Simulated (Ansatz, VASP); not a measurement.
**Cross-check of C (amorphous film on crystalline C, (100)) between VASP and Ansatz**

Aim: how closely do two programs agree when they are given the same cell, functional and k mesh? Of the first pair: The structure shown is the start of the Ansatz relaxation below; VASP solves that cell, so the two are compared at the walk's first step.

Method: plane waves, with VASP 6.6.1 beside it; RPBE, in Ansatz 0.2.0.

## (1) Set-up

The cell holds 216 atoms: 216 C. Cell: a = 10.698 Å, b = 10.698 Å, c = 22.983 Å, α = 90.0°, β = 90.0°, γ = 90.0°. It derives from C (diamond C). As first built, before any earlier steps moved the atoms or strained the cell (in the runner's words): A 3 x 3 x 3 block of diamond C (a = 3.566 A) with its (100) planes normal to z; the lower 33 % held fixed, the rest melted at 8000 K for 10 ps and cooled to 300 K at 100 K/ps with the Tersoff potential (Tersoff, Phys. Rev. B 39, 5566 (1989)); then all atoms free for 10 ps at 300 K, under. . Vacuum lies along c.

## (2) Ansatz: relaxation, RPBE

Ansatz runs on its default PAW (the set named soft_2) files.

The two programs are compared at the cell with which this relaxation starts, whose forces are those of its first step.

File input.yaml:

```yaml
crystal:
  lattice:
    - [10.698, 0.0, 0.0]
    - [0.0, 10.698, 0.0]
    - [0.0, 0.0, 22.98329]
  atoms:
    - { symbol: C, position: [0.08793, 0.09528, 0.90194] }
    - { symbol: C, position: [0.17586, 0.18205, 0.93292] }
    - { symbol: C, position: [0.08884, 0.26729, 0.97147] }
    - { symbol: C, position: [0.17532, 0.35245, 0.00901] }
    - { symbol: C, position: [0.26162, 0.09931, 0.97454] }
    - { symbol: C, position: [0.34435, 0.18563, 0.01294] }
    - { symbol: C, position: [0.2568, 0.26893, 0.89825] }
    - { symbol: C, position: [0.34112, 0.35113, 0.93038] }
    - { symbol: C, position: [0.09233, 0.43696, 0.89831] }
    - { symbol: C, position: [0.17329, 0.52796, 0.93109] }
    - { symbol: C, position: [0.08876, 0.60427, 0.97205] }
    - { symbol: C, position: [0.1725, 0.68796, 0.01096] }
    - { symbol: C, position: [0.25887, 0.43718, 0.9712] }
    - { symbol: C, position: [0.33711, 0.51772, 0.01287] }
    - { symbol: C, position: [0.25796, 0.6138, 0.89708] }
    - { symbol: C, position: [0.34043, 0.68842, 0.9344] }
    - { symbol: C, position: [0.08982, 0.76998, 0.90015] }
    - { symbol: C, position: [0.17171, 0.85447, 0.93521] }
    - { symbol: C, position: [0.08609, 0.93291, 0.97382] }
    - { symbol: C, position: [0.17122, 0.01674, 0.01389] }
    - { symbol: C, position: [0.25889, 0.77213, 0.97318] }
    - { symbol: C, position: [0.34328, 0.85588, 0.01789] }
    - { symbol: C, position: [0.25054, 0.9397, 0.90301] }
    - { symbol: C, position: [0.33856, 0.0184, 0.93658] }
    - { symbol: C, position: [0.42151, 0.09924, 0.90258] }
    - { symbol: C, position: [0.50665, 0.18937, 0.93062] }
    - { symbol: C, position: [0.42506, 0.2689, 0.97014] }
    - { symbol: C, position: [0.50616, 0.35395, 0.01179] }
    - { symbol: C, position: [0.5915, 0.10622, 0.97374] }
    - { symbol: C, position: [0.67923, 0.18752, 0.01256] }
[... 180 atom lines left out ...]
    - { symbol: C, position: [0.54293, 0.86046, 0.27586] }
    - { symbol: C, position: [0.79592, 0.401, 0.31894] }
    - { symbol: C, position: [0.97209, 0.45625, 0.24604] }
    - { symbol: C, position: [0.04796, 0.23795, 0.1542] }
    - { symbol: C, position: [0.68095, 0.34271, 0.28077] }
    - { symbol: C, position: [0.0048, 0.67683, 0.08729] }
kpoints:
  mp_grid: { grid: [1, 1, 1] }
hamiltonian:
  xc: rpbe
scf:
  occupations: { method: gaussian, width: 0.05 }
output:
  forces: true
relax:
  f_tol: 0.05
  max_steps: 120
```

Started as:

```console
$ ansatz run input.yaml --threads 4 --pin off --max-ram 8192MiB --backend cpu --events-out ev --progress --plain --runs-dir out
```

Numbers of over 12 decimals in the logs are rounded to 6 here.

Output:

```text
Engine: ansatz 0.2.0, x86_64-unknown-linux-gnu
Pseudopotentials: kind: paw
Pseudopotential: C, paw, valence charge 4, recommended cutoff 420 eV (normal), C.paw.azcp
Functional definition: RPBE
  parameter kappa = 0.804
  parameter beta = 0.066725
  exchange = rpbe_x(kappa = kappa, mu = beta*pi^2/3)
  correlation = pbe_c(beta = beta)
Crystal: 216 atoms, lattice volume = 2630.373 Å³
Basis set: ecut = 420 eV, 51353 PW (Γ), exchange–correlation on 144×144×320 points (8 copies of the dense FFT grid, shifted against one another)
Bands: 648, of which v1, the nominal top of the filled ones, is band 432 counted from 1 (431 counted from 0)
Symmetry: 1 space group operations
Space group: P1 (ITA 1), of the structure as read, at distance tolerance 1.4e-4 Å
k-points: 1
Non-local potential: C, projectors of the file, l = 0: 2, l = 1: 2, l = 2: 1
PAW form: soft (Blöchl's): semilocal exchange-correlation on the pseudo side does not see the compensation charge
PAW frozen core: C, regenerated for the run's functional, and the local potential with it (the file was generated under x = pbe(κ = 0.804, μ = 0.219515), c = pbe(β = 0.066725))
PAW one-centre angular grid: C, 110 points (default); XC on 64 Gauss nodes
Initial density: superposition of atomic densities (neutral atoms: chi_scale 0, normalization atom), corrected by the library's trained network
Initial wavefunctions: pseudopotential atomic-orbital guess
Functional: x = rpbe, c = pbe(β = 0.066725)
SCF iter   1: F=—  HF=-54273.127658 eV  |F-HF|=—  |Δ(HF+E_count)|=         —  Δρ=3.30e-2  dr2=4.40e2  ethr=1.77e-3  ⟨swp⟩=7.0  Hψ=3270  notcnv=0  defer=166
preconditioner: auto → LDOS  [insulator: Δε(μ)=0.109 eV  Ē_g=14.425 eV  σ=0.050 eV  W_gap=0.87  n_scr=508 (ndim 8)  ℏωp=21.3 eV  f_vac=0.378  D(μ)=15.48/eV (n_scr^D=54)  ε∞_Penn≈3.2  β→1.0]
SCF iter   2: F=—  HF=-54276.442301 eV  |F-HF|=—  |Δ(HF+E_count)|=    3.31e0  Δρ=3.97e-2  dr2=7.28e2  ethr=1.77e-3  ⟨swp⟩=2.0  Hψ=906  notcnv=0  defer=197
SCF iter   3: F=—  HF=-54264.961729 eV  |F-HF|=—  |Δ(HF+E_count)|=    1.15e1  Δρ=8.57e-3  dr2=1.54e1  ethr=1.77e-3  ⟨swp⟩=2.0  Hψ=756  notcnv=0  defer=203
SCF iter   4: F=—  HF=-54264.610280 eV  |F-HF|=—  |Δ(HF+E_count)|=   3.51e-1  Δρ=3.81e-3  dr2=1.66e0  ethr=1.77e-3  ⟨swp⟩=1.0  Hψ=445  notcnv=0  defer=203
SCF iter   5: F=—  HF=-54264.583209 eV  |F-HF|=—  |Δ(HF+E_count)|=   2.71e-2  Δρ=1.59e-3  dr2=1.21e-1  ethr=1.92e-4  ⟨swp⟩=4.0  Hψ=1266  notcnv=0  defer=198
SCF iter   6: F=—  HF=-54264.581501 eV  |F-HF|=—  |Δ(HF+E_count)|=   1.71e-3  Δρ=1.06e-3  dr2=5.83e-2  ethr=1.40e-5  ⟨swp⟩=2.0  Hψ=727  notcnv=0  defer=198
SCF iter   7: F=—  HF=-54264.581322 eV  |F-HF|=—  |Δ(HF+E_count)|=   1.80e-4  Δρ=7.59e-4  dr2=4.45e-2  ethr=6.74e-6  ⟨swp⟩=3.0  Hψ=799  notcnv=0  defer=198
SCF iter   8: F=—  HF=-54264.580269 eV  |F-HF|=—  |Δ(HF+E_count)|=   1.05e-3  Δρ=4.43e-4  dr2=1.36e-2  ethr=5.16e-6  ⟨swp⟩=1.0  Hψ=648  notcnv=0  defer=198
SCF iter   9: F=—  HF=-54264.579897 eV  |F-HF|=—  |Δ(HF+E_count)|=   3.72e-4  Δρ=2.59e-4  dr2=3.33e-3  ethr=1.58e-6  ⟨swp⟩=2.0  Hψ=865  notcnv=0  defer=198
SCF iter  10: F=—  HF=-54264.579829 eV  |F-HF|=—  |Δ(HF+E_count)|=   6.79e-5  Δρ=1.47e-4  dr2=9.83e-4  ethr=3.86e-7  ⟨swp⟩=2.0  Hψ=500  notcnv=0  defer=198
SCF iter  11: F=—  HF=-54264.579839 eV  |F-HF|=—  |Δ(HF+E_count)|=   9.80e-6  Δρ=8.07e-5  dr2=2.88e-4  ethr=1.14e-7  ⟨swp⟩=2.0  Hψ=500  notcnv=0  defer=198
SCF iter  12: F=—  HF=-54264.579858 eV  |F-HF|=—  |Δ(HF+E_count)|=   1.85e-5  Δρ=4.73e-5  dr2=1.06e-4  ethr=3.33e-8  ⟨swp⟩=2.0  Hψ=883  notcnv=0  defer=198
SCF iter  13: F=-54264.579842 eV  HF=-54264.579867 eV  |F-HF|=2.49e-5  |Δ(HF+E_count)|=   9.55e-6  Δρ=2.82e-5  dr2=4.20e-5  ethr=7.23e-9  ⟨swp⟩=2.0  Hψ=1582  notcnv=0
SCF 1 converged in 13 iterations: F = -54264.579842 eV  dr2 = 4.20e-5
  greatest PAW one-centre occupation: 0.685 electrons in one spin orbital (limit 2), on the C atom at site 54 (counted from 0), in its partial waves of l = 0
relax step   1: F+E_penalty+E_count = -54264.57984245 eV  Δ(F+E_penalty+E_count) = +0.000e0 eV  max|allowed force component| = 3.916e0 eV/Å  Δτ_max = 0.0000 Å  (13 SCF iters, dr2 threshold 6.25e-5 eV, accepted)
Initial density: handed on by an earlier stage of this run
Initial wavefunctions: those handed on with the density
iter 1 solved again at ethr=9.23e-4 eV; its pass at ethr=3.10e-3 eV (dr2=7.98e0 eV) is discarded
SCF iter   1: F=—  HF=-54281.105772 eV  |F-HF|=—  |Δ(HF+E_count)|=         —  Δρ=1.86e-2  dr2=7.97e0  ethr=9.23e-4  ⟨swp⟩=1.0  Hψ=2441  notcnv=0  defer=199
preconditioner: auto → LDOS  [metal: Δε(μ)=0.036 eV  Ē_g=14.485 eV  σ=0.050 eV  W_gap=0.39  n_scr=508 (ndim 8)  ℏωp=21.3 eV  f_vac=0.380  D(μ)=58.62/eV (n_scr^D=362)  β→1.0]
SCF iter   2: F=—  HF=-54280.048006 eV  |F-HF|=—  |Δ(HF+E_count)|=    1.06e0  Δρ=8.14e-3  dr2=2.59e0  ethr=9.22e-4  ⟨swp⟩=3.0  Hψ=895  notcnv=0  defer=199
[...]
- { symbol: C, position: [0.338219, 0.980854, 0.150280] }
    - { symbol: C, position: [0.945855, 0.287069, 0.044926] }
    - { symbol: C, position: [0.860215, 0.509456, 0.268441] }
    - { symbol: C, position: [0.292904, 0.864882, 0.170496] }
    - { symbol: C, position: [0.220825, 0.615026, 0.345797] }
    - { symbol: C, position: [0.938393, 0.446668, 0.181061] }
    - { symbol: C, position: [0.399822, 0.726647, 0.238078] }
    - { symbol: C, position: [0.587170, 0.665610, 0.370834] }
    - { symbol: C, position: [0.243871, 0.930796, 0.054707] }
    - { symbol: C, position: [0.239779, 0.340281, 0.372142] }
    - { symbol: C, position: [0.643953, 0.870748, 0.233760] }
    - { symbol: C, position: [0.029876, 0.362569, 0.155202] }
    - { symbol: C, position: [0.828934, 0.182624, 0.238712] }
    - { symbol: C, position: [0.991409, 0.995474, 0.268402] }
    - { symbol: C, position: [0.587982, 0.118496, 0.142977] }
    - { symbol: C, position: [0.650631, 0.780396, 0.399145] }
    - { symbol: C, position: [0.719160, 0.042137, 0.411689] }
    - { symbol: C, position: [0.499565, 0.184839, 0.098174] }
    - { symbol: C, position: [0.935072, 0.992231, 0.400970] }
    - { symbol: C, position: [0.331810, 0.685646, 0.100341] }
    - { symbol: C, position: [0.783070, 0.384031, 0.107124] }
    - { symbol: C, position: [0.833933, 0.483150, 0.150150] }
    - { symbol: C, position: [0.375599, 0.085389, 0.190566] }
    - { symbol: C, position: [0.591552, 0.940487, 0.061997] }
[...]
- { symbol: C, position: [0.870969, 0.580390, 0.366971] }
    - { symbol: C, position: [0.911977, 0.715222, 0.128461] }
    - { symbol: C, position: [0.538325, 0.867765, 0.276836] }
    - { symbol: C, position: [0.795547, 0.404653, 0.307585] }
    - { symbol: C, position: [0.981400, 0.496011, 0.237952] }
    - { symbol: C, position: [0.048320, 0.235475, 0.157668] }
    - { symbol: C, position: [0.685703, 0.351896, 0.269605] }
    - { symbol: C, position: [-0.00177618, 0.653165, 0.083326] }
```

Reading the cycles: dr2 is the Hartree energy of the density residual (eV), the measure of convergence; HF is the Harris–Foulkes estimate of the energy, which meets the free energy F at convergence.

## (3) VASP: single point, RPBE, start cell, pair 1

The same cell, functional, mesh and smearing now go to VASP, with its own data sets.

Lines of VASP's logs that name or quote its potential files are left out, and so is its time.

File INCAR:

```
SYSTEM = C
PREC = Accurate
ENCUT = 520
EDIFF = 1E-06
NELM = 120
ISMEAR = 0
SIGMA = 0.05
LREAL = Auto
ALGO = Normal
GGA = RP
NBANDS = 583
LORBIT = 11
LWAVE = .FALSE.
LCHARG = .FALSE.
ISIF = 2
LASPH = .TRUE.
GGA_COMPAT = .FALSE.
```

File POSCAR:

```
C
1.0
   10.6980000000      0.0000000000      0.0000000000
    0.0000000000     10.6980000000      0.0000000000
    0.0000000000      0.0000000000     22.9832900000
C
216
Direct
    0.0879323238      0.0952794915      0.9019378862
    0.1758646476      0.1820527201      0.9329212658
    0.0888390353      0.2672929520      0.9714710122
    0.1753224902      0.3524490559      0.0090108944
    0.2616189942      0.0993082819      0.9745384582
    0.3443540849      0.1856328286      0.0129398359
    0.2567956627      0.2689287717      0.8982482491
    0.3411198355      0.3511310525      0.9303802893
    0.0923256683      0.4369601795      0.8983091629
    0.1732940737      0.5279584969      0.9310895002
    0.0887642550      0.6042718265      0.9720496935
    0.1724995326      0.6879603664      0.0109601367
    0.2588708170      0.4371845205      0.9712012510
    0.3371097401      0.5177229389      0.0128702201
    0.2579641054      0.6137969714      0.8970778335
    0.3404281174      0.6884183960      0.9344006015
    0.0898205272      0.7699756964      0.9001496304
    0.1717143391      0.8544681249      0.9352098851
    0.0860908581      0.9329126940      0.9738205453
    0.1712189194      0.0167414470      0.0138883511
    0.2588895121      0.7721256310      0.9731809502
    0.3432791176      0.8558796037      0.0178912593
    0.2505421574      0.9396990092      0.9030082290
    0.3385586091      0.0183959619      0.9365804461
    0.4215086932      0.0992428491      0.9025818323
    0.5066461021      0.1893718452      0.9306195936
    0.4250607590      0.2689007291      0.9701396101
    0.5061600299      0.3539540101      0.0117911752
    0.5915030847      0.1062161152      0.9737378765
    0.6792297626      0.1875210320      0.0125613000
[... 180 atom lines left out ...]
    0.5429332586      0.8604598990      0.2758612888
    0.7959244719      0.4010001870      0.3189404128
    0.9720882408      0.4562535053      0.2460396227
    0.0479622359      0.2379510189      0.1541989854
    0.6809497102      0.3427089176      0.2807692023
    0.0048046364      0.6768274444      0.0872895047
```

File KPOINTS:

```
Automatic mesh
0
Gamma
1 1 1
0 0 0
```

Potentials, in the order of the species: C (PBE family, release 64).

Started as:

```console
$ export OMP_NUM_THREADS=4
$ mpirun -np 1 vasp_gam
```

Output:

```text
[banner, memory and clock lines left out]
running    1 mpi-ranks, on    1 nodes
[...]
Offloading initialized ...    1 GPUs detected
[...]
|                                                                             |
|               ----> ADVICE to this user running VASP <----                  |
|                                                                             |
|     You enforced a specific xc type in the INCAR file but a different       |
|     [... a line on the potential file left out ...]
|     I HOPE YOU KNOW WHAT YOU ARE DOING!                                     |
|                                                                             |

 LDA part: xc-table for (Slater+PW92), standard interpolation
 POSCAR, INCAR and KPOINTS ok, starting setup
[...]
entering main loop
       N       E                     dE             d eps       ncg     rms          rms(c)
DAV:   1     0.697006243029E+04    0.69701E+04   -0.48018E+05  1166   0.142E+03
DAV:   2    -0.102278580270E+04   -0.79928E+04   -0.75703E+04  1533   0.340E+02
DAV:   3    -0.172077668498E+04   -0.69799E+03   -0.67651E+03  1436   0.995E+01
DAV:   4    -0.174654300998E+04   -0.25766E+02   -0.25569E+02  1500   0.201E+01
[...]
DAV:  37    -0.168342465830E+04   -0.43640E-05   -0.25877E-07   876   0.365E-04    0.419E-04
DAV:  38    -0.168342466007E+04   -0.17748E-05   -0.12140E-07   844   0.266E-04    0.262E-04
DAV:  39    -0.168342466106E+04   -0.98936E-06   -0.78819E-08   820   0.196E-04
   1 F= -.16834247E+04 E0= -.16833780E+04  d E =-.933031E-01
```

OUTCAR, selected parts (step 3):

```text
  FREE ENERGIE OF THE ION-ELECTRON SYSTEM (eV)
  ---------------------------------------------------
  free  energy   TOTEN  =     -1683.4246610613 eV

  energy  without entropy=    -1683.3313580052  energy(sigma->0) =    -1683.37800953
```

## (4) Side by side

Known differences besides the potentials themselves: the cutoff is 420 eV in Ansatz and 520 eV in VASP (PREC = Accurate, projectors in real space); Ansatz makes its cores anew for this functional, VASP keeps those of its PBE data sets. Total energies have different zeros and are not compared.

Forces on 10 of the 216 atoms, those with the largest forces and the largest differences (eV/Å; atoms numbered as in POSCAR):

```tsv
atom	Ansatz x, y, z	VASP x, y, z
C7	-0.587, -0.816, -0.660	-0.591, -0.819, -0.709
C47	-0.796, -0.171, -0.507	-0.804, -0.180, -0.556
C55	-0.216, -0.689, -2.571	-0.213, -0.697, -2.621
C78	3.787, 1.518, -0.092	3.795, 1.513, -0.082
C98	-2.054, -2.917, 1.760	-2.069, -2.950, 1.787
C108	-0.650, -3.836, -1.669	-0.656, -3.815, -1.658
C173	1.928, 2.864, -2.584	1.923, 2.873, -2.546
C186	0.675, 2.107, -3.916	0.640, 2.110, -3.921
C194	-3.414, 1.102, -2.669	-3.423, 1.083, -2.653
C195	-0.252, -1.022, 3.842	-0.262, -1.023, 3.838
```

The forces differ by 14 meV/Å r.m.s., which is 1.2 % of the r.m.s. force of 1.217 eV/Å (both taken over all components). Where the cell holds vacuum, a pressure given here is an average over it and none of the material.

## (5) Ansatz: relaxation, RPBE

This run makes the geometry at which the two programs are then compared.

The structure compared here is the end of the Ansatz relaxation.

This is the run of step 2 again, met here at its other cell.

## (6) VASP: single point, RPBE, relaxed atoms in a fixed cell, pair 2

The same cell, functional, mesh and smearing now go to VASP, with its own data sets.

INCAR is that of step 3.

File POSCAR:

```
C
1.0
   10.6980000000      0.0000000000      0.0000000000
    0.0000000000     10.6980000000      0.0000000000
    0.0000000000      0.0000000000     22.9832900000
C
216
Direct
    0.0531400000      0.1298200000      0.9033200000
    0.1716500000      0.1827800000      0.9320400000
    0.0963000000      0.2580600000      0.9768800000
    0.1711700000      0.3398000000      0.0165100000
    0.2567700000      0.0951300000      0.9712300000
    0.3390200000      0.1783500000      0.0151600000
    0.2276700000      0.3010800000      0.9051100000
    0.3411200000      0.3481500000      0.9389500000
    0.1361600000      0.3925100000      0.9025800000
    0.1764800000      0.5127800000      0.9345300000
    0.0841600000      0.5877500000      0.9737000000
    0.1678800000      0.6812100000      0.0159400000
    0.2599300000      0.4368800000      0.9792500000
    0.3324300000      0.5188200000      0.0201300000
    0.2232100000      0.6348000000      0.9076200000
    0.3363200000      0.6882500000      0.9395100000
    0.1305100000      0.7262000000      0.9060000000
    0.1807900000      0.8417100000      0.9363900000
    0.0873300000      0.9302600000      0.9703100000
    0.1682100000      0.0101600000      0.0106700000
    0.2573800000      0.7647800000      0.9841300000
    0.3406800000      0.8494800000      0.0241400000
    0.2982800000      0.8937500000      0.9085000000
    0.3484700000      0.0082300000      0.9388500000
    0.4641300000      0.0624800000      0.9105300000
    0.5081900000      0.1838500000      0.9391800000
    0.4179400000      0.2590600000      0.9793700000
    0.5056000000      0.3509600000      0.0223300000
    0.5980400000      0.1105100000      0.9817900000
    0.6791100000      0.1934900000      0.0197200000
[... 180 atom lines left out ...]
    0.5383200000      0.8677600000      0.2768400000
    0.7955500000      0.4046500000      0.3075900000
    0.9814000000      0.4960100000      0.2379500000
    0.0483200000      0.2354700000      0.1576700000
    0.6857000000      0.3519000000      0.2696000000
    0.9982200000      0.6531600000      0.0833300000
```

KPOINTS is that of step 3.

Output:

```text
[banner, memory and clock lines left out]
running    1 mpi-ranks, on    1 nodes
[...]
Offloading initialized ...    1 GPUs detected
[...]
[... a notice as in an earlier step ...]

 LDA part: xc-table for (Slater+PW92), standard interpolation
 POSCAR, INCAR and KPOINTS ok, starting setup
[...]
entering main loop
       N       E                     dE             d eps       ncg     rms          rms(c)
DAV:   1     0.710406037422E+04    0.71041E+04   -0.48201E+05  1166   0.142E+03
DAV:   2    -0.108566041380E+04   -0.81897E+04   -0.77881E+04  1533   0.343E+02
DAV:   3    -0.179345890090E+04   -0.70780E+03   -0.69383E+03  1436   0.100E+02
DAV:   4    -0.181982951120E+04   -0.26371E+02   -0.26219E+02  1548   0.204E+01
[...]
DAV:  29    -0.174471748874E+04   -0.14538E-04   -0.81472E-07   956   0.757E-04    0.106E-03
DAV:  30    -0.174471749151E+04   -0.27742E-05   -0.16369E-07   948   0.414E-04    0.317E-04
DAV:  31    -0.174471749241E+04   -0.89221E-06   -0.10329E-07   900   0.282E-04
   1 F= -.17447175E+04 E0= -.17446916E+04  d E =-.517485E-01
```

Parts of OUTCAR (step 6):

```text
  FREE ENERGIE OF THE ION-ELECTRON SYSTEM (eV)
  ---------------------------------------------------
  free  energy   TOTEN  =     -1744.7174924067 eV

  energy  without entropy=    -1744.6657438969  energy(sigma->0) =    -1744.69161815
```

## (7) Comparison

The largest component of a force difference here is 62 meV/Å. Where the cell holds vacuum, a pressure given here is an average over it and none of the material.

## (8) Results

```
r.m.s. force difference (single point, RPBE, start cell, pair 1)                    : 1.2 % of the r.m.s. force
r.m.s. force difference (single point, RPBE, relaxed atoms in a fixed cell, pair 2) : 18 meV/Å
```

The r.m.s. force difference is 18 meV/Å (single point, RPBE, relaxed atoms in a fixed cell, pair 2), beyond the 12 meV/Å picked in this series as the mark of a large difference. What causes the difference of the single point, RPBE, relaxed atoms in a fixed cell, pair 2 pair stays open here. Such differences can come from data sets, numerical settings and the points named under the comparisons, not from the functional's error against experiment.

[Lines on the potential files, build, host, timing and source positions are cut from VASP's logs without a mark.]

[Logs are printed without paths, hosts, clocks, repeated set-up lines and the standing remarks that a program may print on its own settings, such as how far it seeks lower states.]

[Hosts, paths, dates, database ids (printed as entryN), source tags and the programs' standing remarks are cut or masked in the printed files.]
